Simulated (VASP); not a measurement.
Consider the following.

```cif
data_O8Zr4
_chemical_formula_sum 'Zr4 O8'
_space_group_name_H-M_alt 'Fm-3m'
_space_group_IT_number 225
_space_group_name_Hall '-F 4 2 3'
_cell_length_a 5.11840
_cell_length_b 5.11840
_cell_length_c 5.11840
_cell_angle_alpha 90.000
_cell_angle_beta 90.000
_cell_angle_gamma 90.000
loop_
_atom_site_label
_atom_site_type_symbol
_atom_site_symmetry_multiplicity
_atom_site_Wyckoff_symbol
_atom_site_fract_x
_atom_site_fract_y
_atom_site_fract_z
_atom_site_occupancy
Zr1 Zr 4 a 0.00000 0.00000 0.00000 1
O1 O 8 c 0.25000 0.25000 0.25000 1
```
(The calculation used a cell of 3 atoms; values per cell refer to that cell.)

These are PBE GGA, VASP's PBE PAW potentials (set 64) (plane waves; VASP) values and carry that method's errors. Run with 600 eV cut-off, 8×8×8 Γ-centred mesh, Gaussian smearing of 0.050 eV, potentials Zr_sv O.

Each relaxation starts from this cell; other phases were not tried.

Task: The cell is relaxed at 10 GPa. What happens?

Result: The volume per atom goes from 11.17 to 10.73 Å³ (-3.9 %), and the cell becomes a = b = c = 5.0502 Å, α = β = γ = 90.00°, space group Fm-3m. The gap on the mesh goes from 3.31 to 3.42 eV.

Task: The cell is relaxed at 15 GPa. What happens?

Result: The volume per atom goes from 11.17 to 10.55 Å³ (-5.6 %), and the cell becomes a = 5.0214 Å, b = 5.0214 Å, c = 5.0214 Å, α = 90.00°, β = 90.00°, γ = 90.00°, space group Fm-3m. The gap on the mesh goes from 3.31 to 3.46 eV.

Failed runs are left out, and for metals the shear rows, which the mesh's noise covers.

The compound is ZrO2 in the fluorite structure, the high-temperature cubic form, which is unstable at 0 K; the monoclinic form is the stable one.
